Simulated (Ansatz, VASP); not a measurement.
## Two plane-wave programs on BiO6

```
CELL_PARAMETERS angstrom
4.28306 0.00000 0.00000
0.00000 4.28306 0.00000
0.00000 0.00000 4.28306
ATOMIC_POSITIONS crystal
Bi 0.00000 0.00000 0.00000
O 0.50000 0.50000 0.20700
O 0.50000 0.50000 0.79300
O 0.20700 0.50000 0.50000
O 0.79300 0.50000 0.50000
O 0.50000 0.20700 0.50000
O 0.50000 0.79300 0.50000
```

Change from the starting cell: species swapped into the PrB6 type (Pm-3m, No. 221).

Alike in both runs: task relaxation of cell and atoms; functional PBE; k mesh 4 × 4 × 4; occupations gaussian, width 0.1 eV; no spin polarisation.

```csv
,VASP,Ansatz
version,VASP 6.6.1,Ansatz 0.2.0
potentials or method,"VASP PAW PBE potentials, release 64 (Bi_d, O)","scalar-relativistic, plane waves, PAW"
plane-wave cutoff (eV),600,420
valence electrons in the cell,51,51
```

Ansatz gave:

| Property | Result |
| --- | --- |
| gap on the k mesh at the Fermi level, each at its own relaxed structure (eV) | none |
| relaxed volume (Å³/atom) | 16.72 |
| relaxed cell length with the largest relative difference (Å) | 4.891 |
| energy change over the relaxation (meV/atom) | -1614 |

Which values does VASP return?

gap on the k mesh at the Fermi level, each at its own relaxed structure (eV): none; relaxed volume (Å³/atom): 16.25; relaxed cell length with the largest relative difference (Å): 4.845; energy change over the relaxation (meV/atom): -1544.

A gap of «none» marks a metal or a gap that the smearing closes.

Caveats: the k mesh is coarse (spacing up to 0.37 Å⁻¹), so the values aren't converged; the volume moved by over 15 % at a fixed basis, so the end points are rough; spin-orbit coupling is left out, which moves the levels of the heavy elements; an odd number of electrons without spin polarisation forces a metal; a magnetic or distorted state may lie lower.
